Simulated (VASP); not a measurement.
Consider the following.

```
CELL_PARAMETERS angstrom
      3.27155     0.00000     0.00000
      0.00000     3.27155     0.00000
      0.00000     0.00000     3.27155
ATOMIC_POSITIONS crystal
  In 0.50000 0.50000 0.50000
  Pd 0.00000 0.00000 0.00000
```

These are r2SCAN meta-GGA, VASP's PBE PAW potentials (set 64) (plane waves; VASP 6.6.1) values and carry that method's errors. Settings: 480 eV cut-off, 10×10×10 Γ-centred mesh, first-order Methfessel-Paxton smearing of 0.10 eV, potentials In_d Pd.

Energy and stress use the plane-wave basis of the starting cell.

Problem. The ions, cell shape and volume at an external pressure of 30.0 GPa are relaxed. Give the cell that the relaxation ends in.

Solution. 
```
CELL_PARAMETERS angstrom
      3.11250     0.00000     0.00000
      0.00000     3.11250     0.00000
      0.00000     0.00000     3.11250
ATOMIC_POSITIONS crystal
  In 0.50000 0.50000 0.50000
  Pd 0.00000 0.00000 0.00000
```
Space group Pm-3m (221), at a tolerance of 0.03 Å.

Problem. How do energy and volume change from the first to the last step?

Solution. The energy (σ→0) changes by +196.8 meV/atom and the volume by -13.9 %, in 5 ionic steps.

```json
[
 {"step": "1", "E(σ→0) (eV)": "-46.6385", "max force (eV/Å)": "0.000", "pressure (GPa)": "0.26", "volume (Å³)": "35.02"},
 {"step": "2", "E(σ→0) (eV)": "-39.8545", "max force (eV/Å)": "0.000", "pressure (GPa)": "258.77", "volume (Å³)": "20.99"},
 {"step": "3", "E(σ→0) (eV)": "-46.3416", "max force (eV/Å)": "0.000", "pressure (GPa)": "25.09", "volume (Å³)": "30.72"},
 {"step": "4", "E(σ→0) (eV)": "-46.2865", "max force (eV/Å)": "0.000", "pressure (GPa)": "27.95", "volume (Å³)": "30.38"},
 {"step": "5", "E(σ→0) (eV)": "-46.2449", "max force (eV/Å)": "0.000", "pressure (GPa)": "30.03", "volume (Å³)": "30.15"}
]
```

The compound is PdIn in the CsCl type structure. This run relaxes it under an external pressure of 30 GPa. Symmetry was kept, so distortions that lower it aren't found. The electron count is odd and the run is not spin-polarised, which forces a metal.
